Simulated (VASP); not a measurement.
Ga8SbAs7:

```
CELL_PARAMETERS angstrom
-5.72265 5.72265 0.00000
-5.72265 0.00000 5.72265
0.00000 5.72265 5.72265
ATOMIC_POSITIONS crystal
Ga 0.00452 0.00452 0.98645
Ga 0.49972 0.00083 0.99972
Ga 0.00083 0.49972 0.99972
Ga 0.00452 0.00452 0.50452
Ga 0.49972 0.49972 0.99972
Ga 0.48645 0.00452 0.50452
Ga 0.00452 0.48645 0.50452
Ga 0.49972 0.49972 0.50083
Sb 0.87500 0.87500 0.37500
As 0.37497 0.87503 0.37503
As 0.87503 0.37497 0.37503
As 0.87503 0.87503 0.87497
As 0.37497 0.37497 0.37503
As 0.37497 0.87503 0.87497
As 0.87503 0.37497 0.87497
As 0.37500 0.37500 0.87500
```

The cell was built by a generator and needn't be a form met in nature.

Base run:

| Property | Result |
| --- | --- |
| Program | VASP 6.6.1 |
| Functional | TB-mBJ |
| Potentials or basis | VASP PAW PBE potentials, release 64 (Ga_d, Sb, As) |
| Cutoff | 520 eV |
| k mesh | 6 × 6 × 6 |
| Occupations | gaussian, width 0.03 eV |
| Spin | no spin polarisation |

Its results: band gap on the k mesh 1.08 eV, direct.

Problem. The run is repeated on the same cell with these changes: functional from TB-mBJ to PBEsol; further incar settings from ALGO = Normal; EDIFF = 1e-06; NBANDS = 86 to ALGO = Fast; EDIFF = 1e-06; NBANDS = 86. What comes out?

Solution. Band gap on the k mesh 0.06 eV, direct.

Caveats: spin-orbit coupling is left out, which moves the levels of the heavy elements.
